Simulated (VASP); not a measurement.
Given:

```
PbF2
1.0
    0.00000     2.90707     2.90707
    2.90707     0.00000     2.90707
    2.90707     2.90707     0.00000
Pb F
1 2
Direct
  0.00000   0.00000   0.00000
  0.25000   0.25000   0.25000
  0.75000   0.75000   0.75000
```

Calculation: LDA (Ceperley-Alder, Perdew-Zunger), VASP's LDA PAW potentials (set 64) (plane waves; VASP). Numerical set-up: 520 eV cut-off, Gaussian smearing of 0.050 eV, potentials Pb_d F.

Unless said otherwise, spin-orbit coupling is left out, though it shifts the bands of the heavy elements here.

**Question.** Give the energies of bands 8 to 17 at the high-symmetry points, in eV from the valence-band maximum.

**Answer.** 
| band | Γ | X | U | L | W |
|---|---|---|---|---|---|
| 8 | -4.73 | -6.94 | -6.86 | -6.33 | -6.89 |
| 9 | -2.90 | -4.15 | -4.07 | -3.57 | -4.33 |
| 10 | -2.90 | -4.15 | -3.89 | -3.17 | -3.17 |
| 11 | -2.90 | -1.92 | -2.48 | -3.17 | -3.17 |
| 12 | -2.38 | -1.90 | -2.07 | -2.55 | -1.99 |
| 13 | -2.38 | -1.90 | -1.92 | -2.55 | -1.83 |
| 14 | -2.38 | -0.17 | -0.04 | -0.06 | 0.00 |
| 15 | 6.60 | 4.20 | 5.18 | 4.79 | 5.97 |
| 16 | 6.60 | 7.94 | 6.54 | 7.67 | 5.97 |
| 17 | 6.60 | 7.94 | 7.93 | 7.67 | 7.32 |

The gap is indirect, 4.20 eV, from the valence maximum at W to the conduction minimum at X.

The compound is PbF2 in the fluorite structure, the β form. It was relaxed first, which changed the volume by -6 %.
